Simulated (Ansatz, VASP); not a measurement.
# Cross-check of NbCd3 between VASP and Ansatz

Wanted: the spread between two codes on one cell, functional and k mesh.

Method: plane waves, with VASP 6.6.1 beside it; band structure at LDA, band structure at LDA, spin-orbit coupling and single point at LDA, spin-orbit coupling, in Ansatz 0.2.0.

## 1. The structure

It takes space group Pm-3m (No. 221, cubic). Conventional cell: a = 4.215 Å, b = 4.215 Å, c = 4.215 Å, α = 90.00°, β = 90.00°, γ = 90.00°. Nearest to Nb lie 12 Cd at 2.98 Å. Cd has 4 Nb at 2.98 Å and 8 Cd at 2.98 Å nearest. Farther neighbours are not listed.

Structure file:

```xyz
4
Lattice="4.2150 0.0000 0.0000 0.0000 4.2150 0.0000 0.0000 0.0000 4.2150" Properties=species:S:1:pos:R:3 pbc="T T T"
Nb    0.0000    0.0000    0.0000
Cd    0.0000    2.1075    2.1075
Cd    2.1075    0.0000    2.1075
Cd    2.1075    2.1075    0.0000
```

## 2. VASP: band structure, LDA

A single point gives forces, pressure and levels at one fixed geometry, so differences don't come from the geometry; what else differs is listed under the comparison.

Lines of VASP's logs that name or quote its potential files are left out, and so is its time.

Contents of INCAR:

```
SYSTEM = NbCd3
PREC = Accurate
ENCUT = 400
EDIFF = 1E-06
NELM = 100
ISMEAR = -1
SIGMA = 0.05
LREAL = .FALSE.
ALGO = Normal
GGA = CA
NBANDS = 38
LASPH = .TRUE.
LORBIT = 11
LWAVE = .FALSE.
LCHARG = .FALSE.
KPAR = 4
```

Contents of POSCAR:

```
NbCd3
1.0
    4.2150000000      0.0000000000      0.0000000000
    0.0000000000      4.2150000000      0.0000000000
    0.0000000000      0.0000000000      4.2150000000
Nb Cd
1 3
Direct
    0.0000000000      0.0000000000      0.0000000000
    0.0000000000      0.5000000000      0.5000000000
    0.5000000000      0.0000000000      0.5000000000
    0.5000000000      0.5000000000      0.0000000000
```

Contents of KPOINTS:

```
Automatic mesh
0
Gamma
6 6 6
0 0 0
```

Contents of KPOINTS_OPT:

```
Line mode
16
Line-mode
Reciprocal
  0.00000000   0.00000000   0.00000000 GAMMA
  0.00000000   0.50000000   0.00000000 X

  0.00000000   0.50000000   0.00000000 X
  0.50000000   0.50000000   0.00000000 M

  0.50000000   0.50000000   0.00000000 M
  0.00000000   0.00000000   0.00000000 GAMMA

  0.00000000   0.00000000   0.00000000 GAMMA
  0.50000000   0.50000000   0.50000000 R

  0.50000000   0.50000000   0.50000000 R
  0.00000000   0.50000000   0.00000000 X

  0.50000000   0.50000000   0.00000000 M
  0.50000000   0.50000000   0.50000000 R
```

Potentials, in the order of the species: Nb_sv and Cd (LDA family, release 64).

Run with:

```
mpirun -np 4 vasp_std
```

Numbers of over 12 decimals in the logs are rounded to 6 here.

What it wrote:

```text
[banner, memory and clock lines left out]
running    4 mpi-ranks, on    1 nodes
 distrk:  each k-point on    1 cores,    4 groups
 distr:  one band on    1 cores,    1 groups

 POSCAR found type information on POSCAR NbCd
 POSCAR found :  2 types and       4 ions
 LDA part: xc-table for (Slater(with rela. corr.)+CA(PZ))
 , standard interpolation
 POSCAR, INCAR and KPOINTS ok, starting setup
 FFT: planning ... GRIDC
 FFT: planning ... GRID_SOFT
 FFT: planning ... GRID
 WAVECAR not read
 entering main loop
       N       E                     dE             d eps       ncg     rms          rms(c)
DAV:   1     0.419067241592E+03    0.41907E+03   -0.21570E+04  1520   0.109E+03
DAV:   2     0.130835542774E+00   -0.41894E+03   -0.39946E+03  1644   0.389E+02
DAV:   3    -0.157799905230E+02   -0.15911E+02   -0.15559E+02  2070   0.796E+01
DAV:   4    -0.163419160641E+02   -0.56193E+00   -0.55607E+00  2268   0.116E+01
DAV:   5    -0.163499666829E+02   -0.80506E-02   -0.80494E-02  1924   0.128E+00    0.101E+01
DAV:   6    -0.155941904281E+02    0.75578E+00   -0.13342E+00  2046   0.989E+00    0.632E+00
DAV:   7    -0.154933201899E+02    0.10087E+00   -0.17563E-01  1770   0.283E+00    0.385E+00
DAV:   8    -0.154721907020E+02    0.21129E-01   -0.53441E-02  2074   0.184E+00    0.643E-01
DAV:   9    -0.154695446244E+02    0.26461E-02   -0.54580E-03  1984   0.575E-01    0.187E-01
DAV:  10    -0.154694812512E+02    0.63373E-04   -0.75380E-04  1862   0.178E-01    0.585E-02
DAV:  11    -0.154694738218E+02    0.74293E-05   -0.40014E-05  1866   0.491E-02    0.198E-02
DAV:  12    -0.154694733585E+02    0.46332E-06   -0.41652E-06  1910   0.130E-02
   1 F= -.15469473E+02 E0= -.15459375E+02  d E =-.201960E-01
 Start KPOINTS_OPT (optional k-point list driver)
k-point batch [1-20\96]
       N       E                     dE             ncg
DAV:   1     0.202146142174E+04   -0.93776E+04     1520
DAV:   2    -0.627697586512E+04   -0.82984E+04     1656
DAV:   3    -0.660118450269E+04   -0.32421E+03     2046
DAV:   4    -0.661160912924E+04   -0.10425E+02     2278
DAV:   5    -0.661179098101E+04   -0.18185E+00     1886
DAV:   6    -0.661180049668E+04   -0.95157E-02     2214
DAV:   7    -0.661180060757E+04   -0.11089E-03     1716
DAV:   8    -0.661180061028E+04   -0.27132E-05     1492
DAV:   9    -0.661180061040E+04   -0.11977E-06     1078
[...]
k-point batch [81-96\96]
       N       E                     dE             ncg
DAV:   1     0.547638454685E+04   -0.21448E+05     1216
DAV:   2    -0.121836477092E+04   -0.66947E+04     1310
DAV:   3    -0.146807295334E+04   -0.24971E+03     1738
DAV:   4    -0.147443942134E+04   -0.63665E+01     1708
DAV:   5    -0.147454020793E+04   -0.10079E+00     1580
DAV:   6    -0.147454196117E+04   -0.17532E-02     1690
DAV:   7    -0.147454198925E+04   -0.28076E-04     1490
DAV:   8    -0.147454198955E+04   -0.29940E-06     1068
```

From OUTCAR (step 2):

```text
ion  position               nearest neighbor table
   1  0.000  0.000  0.000-   2 2.98   3 2.98   4 2.98   2 2.98   3 2.98   2 2.98   4 2.98   2 2.98
                             3 2.98   4 2.98   3 2.98   4 2.98
   2  0.000  0.500  0.500-   1 2.98   3 2.98   4 2.98   1 2.98   4 2.98   1 2.98   3 2.98   1 2.98
                             3 2.98   4 2.98   4 2.98   3 2.98
   3  0.500  0.000  0.500-   1 2.98   2 2.98   4 2.98   1 2.98   4 2.98   2 2.98   4 2.98   4 2.98
                             1 2.98   2 2.98   1 2.98   2 2.98
   4  0.500  0.500  0.000-   1 2.98   2 2.98   3 2.98   2 2.98   3 2.98   1 2.98   3 2.98   3 2.98
                             1 2.98   2 2.98   2 2.98   1 2.98

  LATTYP: Found a simple cubic cell.
 ALAT       =     4.2150000000

 Subroutine GETGRP returns: Found 48 space group operations
 (whereof 48 operations were pure point group operations)

The static configuration has the point symmetry O_h .

 Found     20 irreducible k-points:

   k-points           NKPTS =     20   k-points in BZ     NKDIM =     20   number of bands    NBANDS=     38

   dimension x,y,z NGX =    28 NGY =   28 NGZ =   28
   dimension x,y,z NGXF=    56 NGYF=   56 NGZF=   56

   ENCUT  =  400.0 eV  29.40 Ry    5.42 a.u.   6.87  6.87  6.87*2*pi/ulx,y,z

   NELECT =      49.0000    total number of electrons

 k-points in reciprocal lattice and weights: Automatic mesh
   0.00000000  0.00000000  0.00000000       0.005
   0.16666667  0.00000000  0.00000000       0.028
   0.33333333  0.00000000  0.00000000       0.028
   0.50000000  0.00000000  0.00000000       0.014
   0.16666667  0.16666667  0.00000000       0.056
   0.33333333  0.16666667  0.00000000       0.111
   0.50000000  0.16666667  0.00000000       0.056
   0.33333333  0.33333333  0.00000000       0.056
   0.50000000  0.33333333  0.00000000       0.056
[...]
0.50000000  0.50000000  0.33333333       0.028
   0.50000000  0.50000000  0.50000000       0.005

 average (electrostatic) potential at core
       1 -83.4202       2 -37.3381       3 -37.3381       4 -37.3381

 E-fermi :   5.0765

 k-point     1 :       0.0000    0.0000    0.0000
  band No.  band energies     occupation
    ...
     18      -2.4567      2.00000
     19      -2.4567      2.00000
     20      -2.4567      2.00000
     21       4.1151      2.00000
     22       4.1151      2.00000
     23       5.2512      0.05891
     24       5.2512      0.05891
     25       5.2512      0.05891
     26       6.3526      0.00000
     27       6.3526      0.00000
    ...

 k-point     2 :       0.1667    0.0000    0.0000
  band No.  band energies     occupation
    ...
     20      -2.4566      2.00000
     21       2.8449      2.00000
     22       4.1421      2.00000
     23       4.8592      1.97440
     24       4.8592      1.97440
     25       5.5651      0.00011
     26       6.3313      0.00000
     27       6.9518      0.00000
     28       6.9518      0.00000
     29       9.9116      0.00000
    ...

 k-point     3 :       0.3333    0.0000    0.0000
  band No.  band energies     occupation
    ...
     20      -2.4310      2.00000
     21       0.8124      2.00000
     22       4.2068      2.00000
     23       4.3528      2.00000
     24       4.3528      2.00000
     25       5.9058      0.00000
     26       6.2892      0.00000
     27       8.1761      0.00000
     28       8.1761      0.00000
     29       8.7097      0.00000
    ...

  Total       -1.2016197     -1.2016197     -1.2016197     -0.0000000      0.0000000     -0.0000000
  in kB      -25.7089828    -25.7089828    -25.7089828     -0.0000000      0.0000000     -0.0000000
  external PRESSURE =     -25.7089828 kB  Pullay stress =       0.0000000 kB

  energy-cutoff  :      400.00
  volume of cell :       74.88
      direct lattice vectors                 reciprocal lattice vectors
     4.215000000  0.000000000  0.000000000     0.237247924  0.000000000  0.000000000
     0.000000000  4.215000000  0.000000000     0.000000000  0.237247924  0.000000000
     0.000000000  0.000000000  4.215000000     0.000000000  0.000000000  0.237247924

 POSITION                                       TOTAL-FORCE (eV/Angst)
 -----------------------------------------------------------------------------------
      0.00000      0.00000      0.00000         0.000000      0.000000      0.000000
      0.00000      2.10750      2.10750         0.000000      0.000000      0.000000
      2.10750      0.00000      2.10750         0.000000      0.000000      0.000000
      2.10750      2.10750      0.00000         0.000000      0.000000      0.000000
 -----------------------------------------------------------------------------------
    total drift:                                0.000000      0.000000      0.000000

  FREE ENERGIE OF THE ION-ELECTRON SYSTEM (eV)
  ---------------------------------------------------
  free  energy   TOTEN  =       -15.4694733585 eV

  energy  without entropy=      -15.4492773518  energy(sigma->0) =      -15.45937536

 total charge
# of ion       s       p       d       tot
------------------------------------------
    1        2.125   5.967   2.494  10.586
    2        0.562   0.429   9.455  10.445
    3        0.562   0.429   9.455  10.445
    4        0.562   0.429   9.455  10.445
--------------------------------------------------
tot          3.809   7.255  30.858  41.923

[... 3 further parts left out ...]
```

Spin-orbit coupling is off here; it would split degenerate levels. At this level the cell is under a tension of 2.6 GPa, so at these settings it is away from equilibrium.

## 3. Ansatz: band structure, LDA

Ansatz runs on its default PAW (the set named soft_2) files.

The same cell, functional (in two slightly different forms), mesh and smearing now go to Ansatz, which takes its cutoff from its data sets.

Contents of input.yaml:

```yaml
crystal:
  lattice:
    - [4.215, 0.0, 0.0]
    - [0.0, 4.215, 0.0]
    - [0.0, 0.0, 4.215]
  atoms:
    - { symbol: Nb, position: [0.0, 0.0, 0.0] }
    - { symbol: Cd, position: [0.0, 0.5, 0.5] }
    - { symbol: Cd, position: [0.5, 0.0, 0.5] }
    - { symbol: Cd, position: [0.5, 0.5, 0.0] }
hamiltonian:
  xc: lda
  pseudopotentials: { kind: paw }
kpoints:
  mp_grid: { grid: [6, 6, 6] }
  band_path:
    path:
      - [0.0, 0.0, 0.0]
      - [0.0, 0.1, 0.0]
      - [0.0, 0.2, 0.0]
      - [0.0, 0.3, 0.0]
      - [0.0, 0.43333, 0.0]
      - [0.0, 0.5, 0.0]
      - [0.1, 0.5, 0.0]
      - [0.2, 0.5, 0.0]
      - [0.33333, 0.5, 0.0]
      - [0.43333, 0.5, 0.0]
      - [0.5, 0.5, 0.0]
      - [0.36667, 0.36667, 0.0]
      - [0.26667, 0.26667, 0.0]
      - [0.16667, 0.16667, 0.0]
      - [0.06667, 0.06667, 0.0]
      - [0.03333, 0.03333, 0.03333]
      - [0.13333, 0.13333, 0.13333]
      - [0.23333, 0.23333, 0.23333]
      - [0.33333, 0.33333, 0.33333]
      - [0.46667, 0.46667, 0.46667]
      - [0.46667, 0.5, 0.46667]
      - [0.36667, 0.5, 0.36667]
      - [0.23333, 0.5, 0.23333]
      - [0.13333, 0.5, 0.13333]
      - [0.03333, 0.5, 0.03333]
      - [0.5, 0.5, 0.03333]
      - [0.5, 0.5, 0.16667]
      - [0.5, 0.5, 0.26667]
      - [0.5, 0.5, 0.36667]
      - [0.5, 0.5, 0.5]
    npoints: 1
scf:
  occupations: { method: fermi_dirac, width: 0.05 }
  n_extra_bands: 8
output:
  forces: true
  stress: true
  eigenvalues: true
  write_density: true
  write_potential: true
  elf: true
  volumetric_format: npy
```

Run with:

```
ansatz run input.yaml --threads 2 --pin off --max-ram 4608MiB --backend cpu --events-out ev --progress --plain --runs-dir out
```

What it wrote:

```text
scf.n_extra_bands = 8 over 37 filled bands (N_el = 73.0): the run solves 45 bands
Engine: ansatz 0.2.0, x86_64-unknown-linux-gnu
Pseudopotentials: kind: paw
Pseudopotential: Nb, paw, valence charge 13, recommended cutoff 420 eV (normal), Nb.paw.azcp
Pseudopotential: Cd, paw, valence charge 20, recommended cutoff 420 eV (normal), Cd.paw.azcp
Functional definition: SPW92
  exchange = slater_x
  correlation = pw_c
Crystal: 4 atoms, lattice volume = 74.885 Å³
Basis set: ecut = 420 eV, 1419 PW (Γ)
Bands: 45, of which v1, the nominal top of the filled ones, is band 37 counted from 1 (36 counted from 0)
Symmetry: 48 space group operations
Space group: Pm-3m (ITA 221), of the structure as read, at distance tolerance 4.2e-5 Å
k-points: 20 of 216
Non-local potential: Nb, projectors of the file, l = 0: 3, l = 1: 2, l = 2: 2, l = 3: 1
Non-local potential: Cd, projectors of the file, l = 0: 3, l = 1: 2, l = 2: 2, l = 3: 1
PAW form: soft (Blöchl's): semilocal exchange-correlation on the pseudo side does not see the compensation charge
PAW frozen core: Nb, regenerated for the run's functional, and the local potential with it (the file was generated under x = pbe(κ = 0.804, μ = 0.219515), c = pbe(β = 0.066725))
PAW frozen core: Cd, regenerated for the run's functional, and the local potential with it (the file was generated under x = pbe(κ = 0.804, μ = 0.219515), c = pbe(β = 0.066725))
PAW one-centre angular grid: Nb, 590 points (default); XC on 64 Gauss nodes
PAW one-centre angular grid: Cd, 590 points (default); XC on 64 Gauss nodes
Initial density: superposition of atomic densities (neutral atoms: chi_scale 0, normalization atom), corrected by the library's trained network
Initial wavefunctions: pseudopotential atomic-orbital guess
Functional: x = slater, c = lda
SCF iter   1: F=—  HF=-28795.973879 eV  |F-HF|=—  |Δ(HF+E_count)|=         —  Δρ=1.18e-2  dr2=1.15e-1  ethr=1.77e-3  ⟨swp⟩=6.2  Hψ=3139  notcnv=0  defer=2
preconditioner: auto → Kerker (q_TF=auto, 2.717 Å⁻¹)  [metal: Δε(μ)=0.082 eV  Ē_g=11.342 eV  σ=0.050 eV  W_gap=0.38  n_scr=26 (ndim 8)  ℏωp=27.5 eV  f_vac=0.000  D(μ)=2.70/eV (n_scr^D=18)]
SCF iter   2: F=—  HF=-28795.948874 eV  |F-HF|=—  |Δ(HF+E_count)|=   2.50e-2  Δρ=4.46e-3  dr2=1.77e-2  ethr=1.58e-4  ⟨swp⟩=3.0  Hψ=1581  notcnv=0  defer=39
SCF iter   3: F=—  HF=-28795.944705 eV  |F-HF|=—  |Δ(HF+E_count)|=   4.17e-3  Δρ=1.20e-3  dr2=1.53e-3  ethr=2.42e-5  ⟨swp⟩=2.2  Hψ=1252  notcnv=0  defer=39
SCF iter   4: F=—  HF=-28795.944262 eV  |F-HF|=—  |Δ(HF+E_count)|=   4.43e-4  Δρ=3.49e-4  dr2=2.34e-4  ethr=2.10e-6  ⟨swp⟩=2.0  Hψ=1332  notcnv=0  defer=39
SCF iter   5: F=—  HF=-28795.944206 eV  |F-HF|=—  |Δ(HF+E_count)|=   5.67e-5  Δρ=1.69e-4  dr2=2.63e-5  ethr=3.21e-7  ⟨swp⟩=2.5  Hψ=1248  notcnv=0  defer=39
SCF iter   6: F=—  HF=-28795.944186 eV  |F-HF|=—  |Δ(HF+E_count)|=   1.99e-5  Δρ=3.54e-5  dr2=1.11e-6  ethr=3.61e-8  ⟨swp⟩=2.0  Hψ=1263  notcnv=0  defer=39
SCF iter   7: F=-28795.944185 eV  HF=-28795.944185 eV  |F-HF|=3.63e-9  |Δ(HF+E_count)|=   1.96e-7  Δρ=8.54e-6  dr2=4.88e-8  ethr=1.37e-10  ⟨swp⟩=10.4  Hψ=5868  notcnv=0
SCF 1 converged in 7 iterations: F = -28795.944185 eV  dr2 = 4.88e-8
  greatest PAW one-centre occupation: 1.000 electrons in one spin orbital (limit 2), on the Cd atom at site 2 (counted from 0), in its partial waves of l = 0
NSCF: frozen V_eff on 30 k-points
SCF converged after 7 iterations
Free energy (F): -28795.944185 eV
Harris-Foulkes:  -28795.944185 eV  (|F-HF|=3.63e-9)
Internal energy: -28795.924004 eV  (E = F + TS)
E sigma→0 (E₀):  -28795.934095 eV
Entropy (-TS):   -0.020181 eV (-5.045 meV/atom)
Fermi energy:    16.627520 eV
--- Per-component energies (eV) ---
  E_band       = -1121.097420
  E_kinetic    = 1910.709133
  E_local      = -9073.218518  (includes V_loc(G=0)·N_el)
  E_nonlocal   = 241.546481
  E_hartree    = 4202.229652
  E_xc         = -704.237177
  E_vxc        = -881.095248  (∫ρ·V_xc dr)
  E_paw        = -14800.487972  (= ΣΔE_a)
  E_vpaw       = -1723.501183  (= ΣTr[D̂ρ^β])
  E_aug_tail   = 0.000045  (compensation charges beyond the density's cutoff)
  E_ewald      = -10575.191049
  E_core_change = 2.725401  (= ΣΔE_core)
  E_smearing   = -0.020181  (= −TS)
  E_closure    = 0.000000  (closes the sum)
  Σ components = -28795.944185   (vs F -28795.944185, Δ=0.00e0)
--- Forces (eV/Å), atoms counted from 1 ---
  atom   1  Nb    -0.00000000    -0.00000000     0.00000000
  atom   2  Cd     0.00000000     0.00000000    -0.00000000
  atom   3  Cd     0.00000000    -0.00000000    -0.00000000
  atom   4  Cd     0.00000000     0.00000000    -0.00000000
  max |Σ_I F_I| component: 1.00e-28 eV/Å
--- Stress (GPa, compression-positive) ---
       -2.509936       0.000000       0.000000
        0.000000      -2.509936       0.000000
        0.000000       0.000000      -2.509936
  P = ⅓ Tr σ = -2.5099 GPa (-25.099 kbar)
--- Band table (eV; the first three rows and the last of 20) ---
  k-point 0: bands = [... 33 lower, 15.6707, 16.7997, 16.7997, 16.7997, 17.9125, 17.9125, 17.9125, 22.2073, ... 4 higher]
  k-point 1: bands = [... 33 lower, 15.6979, 16.4127, 16.4127, 17.1159, 17.8887, 18.5045, 18.5045, 21.4171, ... 4 higher]
  k-point 2: bands = [... 33 lower, 15.7633, 15.9070, 15.9070, 17.4468, 17.8418, 19.7255, 19.7255, 20.2075, ... 4 higher]
  k-point 19: bands = [... 33 lower, 14.1748, 14.2277, 15.4243, 15.4243, 15.4243, 18.1315, 18.1315, 20.3897, ... 4 higher]
```

It took 3.6 s on 2 threads of AMD EPYC 7R43, shared host; peak memory 0.42 GiB.

## 4. Side by side

Known differences besides the potentials themselves: the two LDA forms differ slightly; the data sets hold 73 valence electrons in Ansatz (default PAW (the set named soft_2) files) and 49 in VASP; the cutoff is 420 eV in Ansatz and 400 eV in VASP; VASP's log shows a relativistic correction to its local exchange, Ansatz's none. Total energies have different zeros and are not compared.

Compared:

```tsv
quantity	Ansatz	VASP	difference
pressure (GPa)	-2.51	-2.57	+0.06
```

Levels from 3 eV below to 2 eV above the Fermi level differ by 6 meV r.m.s. and 18 meV at most; each VASP level is matched to the nearest of Ansatz, which flatters the figure a little. Ansatz's pressure holds a Pulay correction of 0.03 GPa; VASP's holds none.

## 5. Other set-ups

Further runs change the set-up of one program: Ansatz's method, potentials or start, or VASP's data sets, cutoff or form of LDA. The table gives Ansatz less VASP for each quantity, since a change that brings one quantity closer may part another.

```tsv
run	pressure (GPa)
as above	0.061
Ansatz's all-electron LAPW method	0.071
```

## 6. Ansatz: band structure, LDA, spin-orbit coupling

With cell and atoms fixed, the geometry can't cause a difference; cores, projectors, grids and the points listed under the comparison can.

Edit input.yaml of step 3 so:

```diff
@@ -12,3 +12,6 @@
   xc: lda
-  pseudopotentials: { kind: paw }
+  pseudopotentials: { kind: paw_fr }
+magnetization:
+  noncollinear: true
+  spin_orbit: true
 kpoints:
@@ -50,3 +53,3 @@
   occupations: { method: fermi_dirac, width: 0.05 }
-  n_extra_bands: 8
+  n_extra_bands: 16
 output:
@@ -55,5 +58 @@
   eigenvalues: true
-  write_density: true
-  write_potential: true
-  elf: true
-  volumetric_format: npy
```

What it wrote:

```text
[...]
non-collinear run that drives no moment, with spin-orbit: no starting moment large enough to seed its density (crystal.atoms[].spin), no starting occupations that ask for one, no magnetisation constraint and no magnetic field, so the semilocal B_xc is pinned to zero
Crystal: 4 atoms, lattice volume = 74.885 Å³
Basis set: ecut = 420 eV, 1419 PW (Γ)
[...]
k-point 1: bands = [... 69 lower, 16.3722, 16.4349, 16.4349, 17.1090, 17.1090, 17.8887, 17.8887, 18.4629, ... 12 higher]
  k-point 2: bands = [... 69 lower, 15.8717, 15.9335, 15.9335, 17.4468, 17.4468, 17.8433, 17.8433, 19.6416, ... 12 higher]
  k-point 19: bands = [... 69 lower, 14.2204, 15.4041, 15.4041, 15.4041, 15.4041, 15.4365, 15.4365, 18.1301, ... 12 higher]
[key lines of the parts left out:]
SCF converged after 9 iterations
Magnetization: |M| = 0.0000 μB,  M = (+0.0000, +0.0000, +0.0000) μB
Free energy (F): -28804.738729 eV
Fermi energy:    16.623647 eV
P = ⅓ Tr σ = -2.6303 GPa (-26.303 kbar)
```

Elapsed: 34 s, on 2 threads; peak memory 0.71 GiB; 66 s of CPU time.

[end of part 1 of 2]

[Lines on the potential files, build, host, timing and source positions are cut from VASP's logs without a mark.]

[Logs are printed without paths, hosts, clocks, repeated set-up lines and the standing remarks that a program may print on its own settings, such as how far it seeks lower states.]

[Hosts, paths, dates, database ids (printed as entryN), source tags and the programs' standing remarks are cut or masked in the printed files.]
